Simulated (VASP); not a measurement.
VASP ran on this input.

File POSCAR:
```
CsCl
1
    4.0730141028     0.0000000000     0.0000000000
    0.0000000000     4.0730141028     0.0000000000
    0.0000000000     0.0000000000     4.0730141028
Cs Cl
1 1
Direct
  0.0000000000   0.0000000000   0.0000000000
  0.5000000000   0.5000000000   0.5000000000
```

INCAR:
```
ENCUT = 480   # plane-wave cut-off (eV)
ISIF = 2   # forces and stress, cell fixed
SYSTEM = CsCl
LCHARG = .False.
ISMEAR = 0   # Gaussian
NELM = 100
LASPH = .True.   # aspherical one-centre terms
LMAXMIX = 4   # l cut-off of mixed one-centre charges
ALGO = Normal
LREAL = .False.   # projection in real space or not
PREC = Accurate
EDIFF = 1E-7   # SCF stop (eV)
GGA = PS   # PBEsol
SIGMA = 0.05
LWAVE = .False.
```

File KPOINTS:
```
K-points
0
G
6 6 6
0 0 0
```

POTCAR, in this order: Cs_sv Cl (PBE.64 set). Program: vasp_std.

Write an equivalent input for Ansatz.

One equivalent input (not run):
Ansatz 0.2 input:
```yaml
crystal:
  lattice:
    - [4.0730141, 0.0000000, 0.0000000]
    - [0.0000000, 4.0730141, 0.0000000]
    - [0.0000000, 0.0000000, 4.0730141]
  atoms:
    - { symbol: Cs, position: [0.0000000, 0.0000000, 0.0000000] }
    - { symbol: Cl, position: [0.5000000, 0.5000000, 0.5000000] }
kpoints:
  mp_grid: { grid: [6, 6, 6] }
hamiltonian:
  xc: pbesol
  pseudopotentials: { kind: paw }
scf:
  occupations: { method: gaussian, width: 0.05 }
  max_iter: 100
output: { forces: true, stress: true, eigenvalues: true }
```
Limits of the translation: each code has its own PAW files, so the cut-off isn't converted (ENCUT is set for VASP's; basis.ecutwfc is left out, and Ansatz then takes the one that its files recommend); Ansatz stops its SCF on the density residual and VASP on the energy change (EDIFF).

The compound is CsCl in the CsCl type structure. It was relaxed first.
